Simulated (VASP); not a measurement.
Input:

```yaml
crystal:
  lattice:
    - [0.00000, 3.05756, 3.05756]
    - [3.05756, 0.00000, 3.05756]
    - [3.05756, 3.05756, 0.00000]
  atoms:
    - { symbol: Ga, position: [0.00000, 0.00000, 0.00000] }
    - { symbol: Sb, position: [0.25000, 0.25000, 0.25000] }
```

Computed with PBE GGA with D4 dispersion, VASP's PBE PAW potentials (set 64) (plane waves; VASP). Run with 520 eV cut-off, 12×12×12 Γ-centred mesh, tetrahedra with Blöchl corrections, potentials Ga_d Sb.

Unless said otherwise, spin-orbit coupling is left out, though it shifts the bands of the heavy elements here.

What does the run give for the energy per atom (σ→0), band gap (on the k-mesh) with the smallest direct gap where there is one?

```
Item                                          Value
-----------------------------------  --------------
band gap (on the k-mesh)                    0.05 eV
smallest direct gap (on the k-mesh)         0.05 eV
energy per atom (σ→0)                -4.099 eV/atom
```

Total energies compare only between runs with the same potentials, cut-off and functional.

The compound is GaSb in the zinc blende structure. It was relaxed first.
